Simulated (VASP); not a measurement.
An input for Ansatz (written as the equivalent of a VASP run, and not itself run):

Ansatz 0.2 input:
```yaml
crystal:
  lattice:
    - [0.0000000, 2.8289100, 2.8289100]
    - [2.8289100, 0.0000000, 2.8289100]
    - [2.8289100, 2.8289100, 0.0000000]
  atoms:
    - { symbol: Ge, position: [0.0000000, 0.0000000, 0.0000000] }
    - { symbol: Ge, position: [0.2500000, 0.2500000, 0.2500000] }
kpoints:
  mp_grid: { grid: [10, 10, 10] }
hamiltonian:
  xc: r2scan
  dispersion: rvv10
  pseudopotentials: { kind: paw }
scf:
  occupations: { method: methfessel_paxton, width: 0.1 }
  max_iter: 100
relax:
  max_steps: 60
  f_tol: 0.01
  cell: {}
output: { forces: true, stress: true, eigenvalues: true }
```

**Question.** Write the VASP files for the same calculation (r2SCAN+rVV10).

**Answer.** This is not unique; one that fits is 
File POSCAR:
```
Ge
1.0
  0.0000000000   2.8289100000   2.8289100000
  2.8289100000   0.0000000000   2.8289100000
  2.8289100000   2.8289100000   0.0000000000
Ge
2
Cartesian
  0.0000000000   0.0000000000   0.0000000000
  1.4144550000   1.4144550000   1.4144550000
```

### INCAR
```
SYSTEM = Ge
PREC = Accurate; ENCUT = 400; LREAL = .FALSE.
LASPH = .TRUE.
EDIFF = 1E-6; NELM = 100; ALGO = Normal
LMAXMIX = 4; LMIXTAU = .TRUE.
ISMEAR = 1; SIGMA = 0.1
METAGGA = R2SCAN; LUSE_VDW = .TRUE.; BPARAM = 11.95
CPARAM = 0.0093
IBRION = 2; NSW = 60; ISIF = 3
EDIFFG = -0.01
LWAVE = .FALSE.; LCHARG = .FALSE.
```

### KPOINTS
```
Automatic mesh
0
Gamma
10 10 10
0 0 0
```

POTCAR, in this order: Ge_d (PBE.64 set). Program: vasp_std.

What does not carry over: each code has its own PAW files, so the cut-off isn't converted (ENCUT is set for VASP's; basis.ecutwfc is left out, and Ansatz then takes the one that its files recommend); Ansatz stops its SCF on the density residual and VASP on the energy change (EDIFF).

The structure comes from a measured Ge entry (Fd-3m) of the Crystallography Open Database, whose conditions weren't checked. This run relaxes it. Symmetry was kept, so distortions that lower it aren't found.
